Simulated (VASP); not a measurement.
The input files of a VASP run:

**POSCAR**
```
LiCl
1
   -0.0000000000     2.5424606958     2.5424606958
    2.5424606958     0.0000000000     2.5424606958
    2.5424606958     2.5424606958     0.0000000000
Li Cl
1 1
Direct
  0.0000000000   0.0000000000   0.0000000000
  0.5000000000   0.5000000000   0.5000000000
```

### KPOINTS
```
Automatic mesh
0
gamma
 8 8 8
```

### INCAR
```
SYSTEM = LiCl
PREC = Accurate; ENCUT = 520; LREAL = F
LASPH = T
EDIFF = 1E-6; NELM = 100; ALGO = Normal
ISMEAR = 0; SIGMA = 0.05
GGA = PE; IVDW = 13
IBRION = 2; NSW = 60; ISIF = 3
EDIFFG = -0.01
LWAVE = F; LCHARG = F
```

POTCAR, in this order: Li_sv Cl (PBE.64 set). Program: vasp_std.

Question: Write an equivalent input for Ansatz.

Answer: One equivalent input (not run):
Ansatz 0.2 input:
```yaml
crystal:
  lattice:
    - [0.0000000, 2.5424607, 2.5424607]
    - [2.5424607, 0.0000000, 2.5424607]
    - [2.5424607, 2.5424607, 0.0000000]
  atoms:
    - { symbol: Li, position: [0.0000000, 0.0000000, 0.0000000] }
    - { symbol: Cl, position: [0.5000000, 0.5000000, 0.5000000] }
kpoints:
  mp_grid: { grid: [8, 8, 8] }
hamiltonian:
  xc: pbe
  dispersion: d4
  pseudopotentials: { kind: paw }
scf:
  occupations: { method: gaussian, width: 0.05 }
  max_iter: 100
relax:
  max_steps: 60
  f_tol: 0.01
  cell: {}
output: { forces: true, stress: true, eigenvalues: true }
```
What does not carry over: each code has its own PAW files, so the cut-off isn't converted (ENCUT is set for VASP's; basis.ecutwfc is left out, and Ansatz then takes the one that its files recommend); Ansatz stops its SCF on the density residual and VASP on the energy change (EDIFF).

The compound is LiCl in the rock salt structure. It was relaxed first. The start is the result of an earlier pass.
